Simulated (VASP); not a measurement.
# Ta(110) over its thickness, part 4 of 7

How many layers does a slab of Ta(110) need before surface energy, work function and relaxation settle?

VASP 6.6.1; PBE; plane waves and PAW (Ta).

So far. Step 8 (Relaxing the slab, layers 6): The run ended after 11 ionic steps, 0.069 eV below its first step, once the forces on the free atoms met EDIFFG = -0.01. Step 9 (The vacuum level, layers 6): The vacuum level lies 4.72 eV above the Fermi level at the upper face; both faces agree, as the slab has next to no dipole.

**10. Surface relaxation, layers 7**

System of this step: Ta(110). The cell holds 7 atoms: 7 Ta. Its edges and angles: a = 3.310 Å, b = 2.867 Å, c = 29.043 Å, α = 90.0°, β = 90.0°, γ = 54.7°. It derives from Ta. 7 layers of bcc Ta, cut at this functional's lattice. Vacuum lies along c.

The input, INCAR:

```
SYSTEM = Ta
PREC = Normal
ENCUT = 320
EDIFF = 1E-06
NELM = 120
ISMEAR = 1
SIGMA = 0.15
LREAL = .FALSE.
ALGO = Fast
GGA = PE
NBANDS = 24
LASPH = .TRUE.
LORBIT = 11
LWAVE = .FALSE.
LCHARG = .FALSE.
KPAR = 4
IBRION = 2
NSW = 50
ISIF = 2
EDIFFG = -0.01
POTIM = 0.4
MAXMIX = 40
```

The input, POSCAR:

```
Ta
1.0
    3.3100000000      0.0000000000      0.0000000000
    1.6550000000      2.3405234457      0.0000000000
    0.0000000000      0.0000000000     29.0431406744
Ta
7
Direct
    0.0000000000      0.0000000000      0.2582365300
    0.5000000000      0.0000000000      0.3388243600
    0.0000000000      0.0000000000      0.4194121800
    0.5000000000      0.0000000000      0.5000000000
    0.0000000000      0.0000000000      0.5805878200
    0.5000000000      0.0000000000      0.6611756400
    0.0000000000      0.0000000000      0.7417634700
```

The input, KPOINTS:

```
Automatic mesh
0
Gamma
14 14 1
0 0 0
```

PAW data sets: Ta (PBE family, release 64).

Run with:

```sh
> mpirun -np 4 vasp_std
```

Log:

```text
[banner, memory and clock lines left out]
running    4 mpi-ranks, on    1 nodes
[...]
LDA part: xc-table for (Slater+PW92), standard interpolation
 POSCAR, INCAR and KPOINTS ok, starting setup
[...]
entering main loop
       N       E                     dE             d eps       ncg     rms          rms(c)
DAV:   1     0.792933128383E+02    0.79293E+02   -0.98316E+03  2736   0.774E+02
DAV:   2    -0.735510267671E+02   -0.15284E+03   -0.14223E+03  3960   0.165E+02
DAV:   3    -0.861775631586E+02   -0.12627E+02   -0.12005E+02  3728   0.483E+01
DAV:   4    -0.869434452847E+02   -0.76588E+00   -0.74224E+00  4600   0.113E+01
[...]
RMM:  30    -0.806903263516E+02   -0.16652E-05   -0.21540E-07  1633   0.271E-03    0.150E-03
RMM:  31    -0.806903293320E+02   -0.29804E-05   -0.10162E-07  1554   0.227E-03    0.117E-03
RMM:  32    -0.806903297392E+02   -0.40722E-06    0.17928E-09  1359   0.182E-03
   1 F= -.80690330E+02 E0= -.80693351E+02  d E =-.806903E+02
[... from here on, the cycles between the ionic steps are left out ...]
   2 F= -.80723212E+02 E0= -.80726052E+02  d E =-.328826E-01
   3 F= -.80746306E+02 E0= -.80748220E+02  d E =-.559765E-01
   4 F= -.80746521E+02 E0= -.80748368E+02  d E =-.561913E-01
   5 F= -.80748937E+02 E0= -.80750793E+02  d E =-.241581E-02
   6 F= -.80750315E+02 E0= -.80752149E+02  d E =-.379419E-02
   7 F= -.80750983E+02 E0= -.80752756E+02  d E =-.667822E-03
   8 F= -.80752636E+02 E0= -.80754251E+02  d E =-.232039E-02
   9 F= -.80754319E+02 E0= -.80755739E+02  d E =-.400400E-02
  10 F= -.80754405E+02 E0= -.80755802E+02  d E =-.408999E-02
  11 F= -.80754343E+02 E0= -.80755792E+02  d E =0.619869E-04
  12 F= -.80754441E+02 E0= -.80755859E+02  d E =-.362116E-04
[...]
reached required accuracy - stopping structural energy minimisation
```

It took 2.9 min on 4 MPI ranks of Intel Xeon 6975P-C (Granite Rapids), shared host; peak memory 1 GiB.

OUTCAR, selected parts (step 10):

```text
  Total       -2.5896822     -3.3391562     -0.3160109     -0.0000000      0.0000000      0.0000000
  in kB      -18.4404912    -23.7773113     -2.2502362     -0.0000000      0.0000000      0.0000000
  external PRESSURE =     -14.8226796 kB  Pullay stress =       0.0000000 kB

 POSITION                                       TOTAL-FORCE (eV/Angst)
 -----------------------------------------------------------------------------------
      0.00000      0.00000      7.61431         0.000000      0.000000      0.000299
      1.65500      0.00000      9.83814        -0.000000      0.000000     -0.000327
      0.00000      0.00000     12.18141        -0.000000     -0.000000     -0.000021
      1.65500      0.00000     14.52157        -0.000000      0.000000      0.000000
      3.31000      0.00000     16.86173         0.000000      0.000000      0.000021
      1.65500      0.00000     19.20500        -0.000000      0.000000      0.000327
      0.00000      0.00000     21.42883        -0.000000      0.000000     -0.000299
 -----------------------------------------------------------------------------------
    total drift:                               -0.000000     -0.000000      0.000000

  FREE ENERGIE OF THE ION-ELECTRON SYSTEM (eV)
  ---------------------------------------------------
  free  energy   TOTEN  =       -80.7544414480 eV

  energy  without entropy=      -80.7586927124  energy(sigma->0) =      -80.75585854

[... 1 part as in an earlier step ...]

[... 3 further parts left out ...]
[key lines of the parts left out:]
E-fermi :   1.3030
```

Step by step:

| step | energy less that of the first step (eV) | largest force (eV/Å) |
| --- | --- | --- |
| 1 | 0.0000 | 0.5387 |
| 2 | -0.0329 | 0.3794 |
| 3 | -0.0560 | 0.1094 |
| 4 | -0.0562 | 0.1109 |
| 5 | -0.0586 | 0.0798 |
| 6 | -0.0600 | 0.0571 |
| 7 | -0.0607 | 0.0519 |
| 8 | -0.0623 | 0.0393 |
| 9 | -0.0640 | 0.0175 |
| 10 | -0.0641 | 0.0160 |
| 11 | -0.0640 | 0.0279 |
| 12 | -0.0641 | 0.0003 |

The atoms that moved most (Å):

| atom | dx | dy | dz | length |
| --- | --- | --- | --- | --- |
| Ta1 | 0.000 | 0.000 | 0.114 | 0.114 |
| Ta7 | 0.000 | 0.000 | -0.114 | 0.114 |

Final coordinates:

```xyz
7
Lattice="3.3100 0.0000 0.0000 1.6550 2.3405 0.0000 0.0000 0.0000 29.0431" Properties=species:S:1:pos:R:3
Ta    0.0000    0.0000    7.6143
Ta    1.6550    0.0000    9.8381
Ta    0.0000    0.0000   12.1814
Ta    1.6550    0.0000   14.5216
Ta    0.0000    0.0000   16.8617
Ta    1.6550    0.0000   19.2050
Ta    0.0000    0.0000   21.4288
```

The run ended after 12 ionic steps, 0.064 eV below its first step, once the forces on the free atoms met EDIFFG = -0.01.

**11. The vacuum level, layers 7**

Edit INCAR of step 10 so:

```diff
@@ -16,7 +16,6 @@
 KPAR = 4
-IBRION = 2
-NSW = 50
-ISIF = 2
-EDIFFG = -0.01
-POTIM = 0.4
-MAXMIX = 40
+IDIPOL = 3
+LDIPOL = .TRUE.
+DIPOL = 0.5 0.5 0.5
+LVHAR = .TRUE.
+LVACPOTAV = .TRUE.
```

The input, POSCAR:

```
Ta
1.0
    3.3100000000      0.0000000000      0.0000000000
    1.6550000000      2.3405234457      0.0000000000
    0.0000000000      0.0000000000     29.0431406744
Ta
7
Direct
    0.0000000000      0.0000000000      0.2621724131
    0.5000000000      0.0000000000      0.3387424132
    0.0000000000      0.0000000000      0.4194248323
    0.5000000000      0.0000000000      0.5000000000
    0.0000000000      0.0000000000      0.5805751677
    0.5000000000      0.0000000000      0.6612575868
    0.0000000000      0.0000000000      0.7378275869
```

KPOINTS is that of step 10.

Run with:

```sh
> mpirun -np 4 vasp_std
```

Log:

```text
[... set-up lines as in an earlier step ...]
 entering main loop
       N       E                     dE             d eps       ncg     rms          rms(c)
DAV:   1     0.822098030869E+02    0.82210E+02   -0.98609E+03  2736   0.775E+02
DAV:   2    -0.733780935344E+02   -0.15559E+03   -0.14496E+03  3960   0.166E+02
DAV:   3    -0.860519512437E+02   -0.12674E+02   -0.12080E+02  3688   0.489E+01
DAV:   4    -0.868384836267E+02   -0.78653E+00   -0.76275E+00  4640   0.114E+01
[...]
RMM:  28    -0.807544394318E+02   -0.74439E-05   -0.62452E-07  1807   0.295E-03    0.709E-04
RMM:  29    -0.807544407207E+02   -0.12889E-05   -0.26858E-07  1448   0.212E-03    0.683E-04
RMM:  30    -0.807544414184E+02   -0.69768E-06   -0.15709E-07  1205   0.179E-03
 [... a notice as in an earlier step ...]

   1 F= -.80754441E+02 E0= -.80755859E+02  d E =0.425191E-02
```

Elapsed: 41 s, on 4 MPI ranks; peak memory 0.96 GiB; 2.6 min of CPU time.

Parts of OUTCAR (step 11):

```text
  Total       -2.5894750     -3.3396847     -0.3156399      0.0000000      0.0000000      0.0000000
  in kB      -18.4390159    -23.7810746     -2.2475940      0.0000000      0.0000000      0.0000000
  external PRESSURE =     -14.8225615 kB  Pullay stress =       0.0000000 kB

 POSITION                                       TOTAL-FORCE (eV/Angst)
 -----------------------------------------------------------------------------------
      0.00000      0.00000      7.61431        -0.000000      0.000000     -0.000164
      1.65500      0.00000      9.83814         0.000000      0.000000      0.000601
      0.00000      0.00000     12.18141         0.000000      0.000000     -0.000866
      1.65500      0.00000     14.52157         0.000000      0.000000      0.000000
      0.00000      0.00000     16.86173         0.000000      0.000000      0.000866
      1.65500      0.00000     19.20500         0.000000      0.000000     -0.000601
      0.00000      0.00000     21.42883        -0.000000      0.000000      0.000164
 -----------------------------------------------------------------------------------
    total drift:                                0.000000     -0.000000      0.000000

  FREE ENERGIE OF THE ION-ELECTRON SYSTEM (eV)
  ---------------------------------------------------
  free  energy   TOTEN  =       -80.7544414184 eV

  energy  without entropy=      -80.7586933314  energy(sigma->0) =      -80.75585872

[... 2 parts as in an earlier step ...]

[... 1 further part left out ...]
[key lines of the parts left out:]
E-fermi :   1.3030
```

The vacuum level lies 4.73 eV above the Fermi level at the upper face; both faces agree, as the slab has next to no dipole.

The program found no field-free point at its default tolerance, but its printed level agrees with the flat part of the planar average.

**12. Surface relaxation, layers 8**

System of this step: Ta(110). The cell holds 8 atoms: 8 Ta. Its edges and angles: a = 3.310 Å, b = 2.867 Å, c = 31.384 Å, α = 90.0°, β = 90.0°, γ = 54.7°. It derives from Ta. 8 layers of bcc Ta, cut at this functional's lattice. Vacuum lies along c.

The input, INCAR:

```
SYSTEM = Ta
PREC = Normal
ENCUT = 320
EDIFF = 1E-06
NELM = 120
ISMEAR = 1
SIGMA = 0.15
LREAL = .FALSE.
ALGO = Fast
GGA = PE
NBANDS = 28
LASPH = .TRUE.
LORBIT = 11
LWAVE = .FALSE.
LCHARG = .FALSE.
KPAR = 4
IBRION = 2
NSW = 50
ISIF = 2
EDIFFG = -0.01
POTIM = 0.4
MAXMIX = 40
```

The input, POSCAR:

```
Ta
1.0
    3.3100000000      0.0000000000      0.0000000000
    1.6550000000      2.3405234457      0.0000000000
    0.0000000000      0.0000000000     31.3836641201
Ta
8
Direct
    0.5000000000      0.0000000000      0.2389778300
    0.0000000000      0.0000000000      0.3135555900
    0.5000000000      0.0000000000      0.3881333600
    0.0000000000      0.0000000000      0.4627111200
    0.5000000000      0.0000000000      0.5372888800
    0.0000000000      0.0000000000      0.6118666400
    0.5000000000      0.0000000000      0.6864444100
    0.0000000000      0.0000000000      0.7610221700
```

KPOINTS is that of step 11.

Run with:

```sh
> mpirun -np 4 vasp_std
```

Log:

```text
[banner, memory and clock lines left out]
running    4 mpi-ranks, on    1 nodes
[...]
LDA part: xc-table for (Slater+PW92), standard interpolation
 POSCAR, INCAR and KPOINTS ok, starting setup
[...]
entering main loop
       N       E                     dE             d eps       ncg     rms          rms(c)
DAV:   1     0.847629477398E+02    0.84763E+02   -0.11639E+04  3192   0.778E+02
DAV:   2    -0.827822467466E+02   -0.16755E+03   -0.15887E+03  4372   0.165E+02
DAV:   3    -0.985517653318E+02   -0.15770E+02   -0.15079E+02  4480   0.484E+01
DAV:   4    -0.994579119173E+02   -0.90615E+00   -0.88720E+00  5120   0.113E+01
[...]
RMM:  30    -0.925523436822E+02   -0.15286E-05   -0.42844E-08  1522   0.166E-03    0.579E-04
RMM:  31    -0.925523453276E+02   -0.16454E-05   -0.72564E-08  1571   0.164E-03    0.379E-04
RMM:  32    -0.925523454841E+02   -0.15654E-06    0.31855E-07  1088   0.130E-03
   1 F= -.92552345E+02 E0= -.92554072E+02  d E =-.925523E+02
[... from here on, the cycles between the ionic steps are left out ...]
   2 F= -.92584233E+02 E0= -.92585564E+02  d E =-.318871E-01
   3 F= -.92608219E+02 E0= -.92608903E+02  d E =-.558735E-01
   4 F= -.92608314E+02 E0= -.92608990E+02  d E =-.559683E-01
   5 F= -.92611347E+02 E0= -.92612025E+02  d E =-.303332E-02
   6 F= -.92613418E+02 E0= -.92614137E+02  d E =-.510409E-02
   7 F= -.92613419E+02 E0= -.92614137E+02  d E =-.510549E-02
   8 F= -.92613793E+02 E0= -.92614428E+02  d E =-.373456E-03
   9 F= -.92614622E+02 E0= -.92615006E+02  d E =-.120278E-02
  10 F= -.92614985E+02 E0= -.92614882E+02  d E =-.156525E-02
  11 F= -.92615056E+02 E0= -.92615096E+02  d E =-.163644E-02
  12 F= -.92615355E+02 E0= -.92615367E+02  d E =-.299234E-03
  13 F= -.92615982E+02 E0= -.92615921E+02  d E =-.926682E-03
  14 F= -.92615987E+02 E0= -.92615819E+02  d E =-.931558E-03
  15 F= -.92616196E+02 E0= -.92616077E+02  d E =-.114036E-02
  16 F= -.92616246E+02 E0= -.92616156E+02  d E =-.499271E-04
 trial-energy change:   -0.000050  1 .order   -0.000054   -0.000080   -0.000028
 step:   2.3837(harm=  2.3837)  dis= 0.00246  next Energy=   -92.616258 (dE=-0.621E-04)
 reached required accuracy - stopping structural energy minimisation
```

It took 4.4 min on 4 MPI ranks; peak memory 1.1 GiB; 17 min of CPU time.

OUTCAR, selected parts (step 12):

```text
  Total       -2.8662267     -3.5369489     -0.3850120      0.0000000      0.0000000      0.0000000
  in kB      -18.8875871    -23.3074486     -2.5371154      0.0000000      0.0000000      0.0000000
  external PRESSURE =     -14.9107170 kB  Pullay stress =       0.0000000 kB

 POSITION                                       TOTAL-FORCE (eV/Angst)
 -----------------------------------------------------------------------------------
      1.65500      0.00000      7.61019         0.000000      0.000000     -0.000315
      0.00000      0.00000      9.83544         0.000000      0.000000      0.007172
      1.65500      0.00000     12.17759        -0.000000      0.000000     -0.006581
      3.31000      0.00000     14.52023        -0.000000      0.000000     -0.001898
      1.65500      0.00000     16.86343         0.000000      0.000000      0.001898
      0.00000      0.00000     19.20607         0.000000      0.000000      0.006581
      1.65500      0.00000     21.54822         0.000000      0.000000     -0.007172
      0.00000      0.00000     23.77347         0.000000      0.000000      0.000315
 -----------------------------------------------------------------------------------
    total drift:                               -0.000000     -0.000000      0.000000

  FREE ENERGIE OF THE ION-ELECTRON SYSTEM (eV)
  ---------------------------------------------------
  free  energy   TOTEN  =       -92.6162460330 eV

  energy  without entropy=      -92.6159765167  energy(sigma->0) =      -92.61615619

[... 1 part as in an earlier step ...]

[... 3 further parts left out ...]
[key lines of the parts left out:]
E-fermi :   1.6341
```

The run ended after 16 ionic steps, 0.064 eV below its first step, once the forces on the free atoms met EDIFFG = -0.01.

**13. The vacuum level, layers 8**

Edit INCAR of step 12 so:

```diff
@@ -16,7 +16,6 @@
 KPAR = 4
-IBRION = 2
-NSW = 50
-ISIF = 2
-EDIFFG = -0.01
-POTIM = 0.4
-MAXMIX = 40
+IDIPOL = 3
+LDIPOL = .TRUE.
+DIPOL = 0.5 0.5 0.5
+LVHAR = .TRUE.
+LVACPOTAV = .TRUE.
```

The input, POSCAR:

```
Ta
1.0
    3.3100000000      0.0000000000      0.0000000000
    1.6550000000      2.3405234457      0.0000000000
    0.0000000000      0.0000000000     31.3836641201
Ta
8
Direct
    0.5000000000      0.0000000000      0.2424889890
    0.0000000000      0.0000000000      0.3133936495
    0.5000000000      0.0000000000      0.3880232528
    0.0000000000      0.0000000000      0.4626685170
    0.5000000000      0.0000000000      0.5373314830
    0.0000000000      0.0000000000      0.6119767472
    0.5000000000      0.0000000000      0.6866063505
    0.0000000000      0.0000000000      0.7575110110
```

KPOINTS is that of step 12.

Run with:

```sh
> mpirun -np 4 vasp_std
```

Log:

```text
[... set-up lines as in an earlier step ...]
 entering main loop
       N       E                     dE             d eps       ncg     rms          rms(c)
DAV:   1     0.870752189358E+02    0.87075E+02   -0.11673E+04  3200   0.778E+02
DAV:   2    -0.827675437370E+02   -0.16984E+03   -0.16132E+03  4408   0.166E+02
DAV:   3    -0.984743591813E+02   -0.15707E+02   -0.15029E+02  4484   0.485E+01
DAV:   4    -0.993162660297E+02   -0.84191E+00   -0.82324E+00  5092   0.111E+01
[...]
RMM:  28    -0.926162506713E+02   -0.56580E-05   -0.47275E-07  2091   0.234E-03    0.787E-04
RMM:  29    -0.926162521590E+02   -0.14877E-05   -0.21691E-07  1617   0.168E-03    0.446E-04
RMM:  30    -0.926162525079E+02   -0.34886E-06   -0.10478E-07  1303   0.144E-03
 [... a notice as in an earlier step ...]

   1 F= -.92616253E+02 E0= -.92616162E+02  d E =-.272531E-03
```

The job ended after 57 s (4 MPI ranks; peak memory 1.1 GiB; 3.7 min of CPU time).

Parts of OUTCAR (step 13):

```text
  Total       -2.8652835     -3.5354786     -0.3814952      0.0000000      0.0000000      0.0000000
  in kB      -18.8813720    -23.2977597     -2.5139405      0.0000000      0.0000000      0.0000000
  external PRESSURE =     -14.8976907 kB  Pullay stress =       0.0000000 kB

 POSITION                                       TOTAL-FORCE (eV/Angst)
 -----------------------------------------------------------------------------------
      1.65500      0.00000      7.61019        -0.000000      0.000000     -0.000534
      0.00000      0.00000      9.83544        -0.000000      0.000000      0.007666
      1.65500      0.00000     12.17759        -0.000000      0.000000     -0.006620
      0.00000      0.00000     14.52023        -0.000000      0.000000     -0.001444
      1.65500      0.00000     16.86343         0.000000      0.000000      0.001444
      0.00000      0.00000     19.20607        -0.000000      0.000000      0.006620
      1.65500      0.00000     21.54822        -0.000000      0.000000     -0.007666
      0.00000      0.00000     23.77347        -0.000000      0.000000      0.000534
 -----------------------------------------------------------------------------------
    total drift:                               -0.000000     -0.000000      0.000000

  FREE ENERGIE OF THE ION-ELECTRON SYSTEM (eV)
  ---------------------------------------------------
  free  energy   TOTEN  =       -92.6162525079 eV

  energy  without entropy=      -92.6159799764  energy(sigma->0) =      -92.61616166

[... 2 parts as in an earlier step ...]

[... 1 further part left out ...]
[key lines of the parts left out:]
E-fermi :   1.6340
```

The vacuum level lies 4.72 eV above the Fermi level at the upper face; both faces agree, as the slab has next to no dipole.

The program found no field-free point at its default tolerance, but its printed level agrees with the flat part of the planar average.

(Part 4 of 7 ends here.)

[Lines on the potential files, build, host, timing and source positions are cut from VASP's logs without a mark.]

[Logs are printed without paths, hosts, clocks, repeated set-up lines and the standing remarks that a program may print on its own settings, such as how far it seeks lower states.]

[Hosts, paths, dates, database ids (printed as entryN), source tags and the programs' standing remarks are cut or masked in the printed files.]

[Runs that stopped without an error message from VASP are left out.]
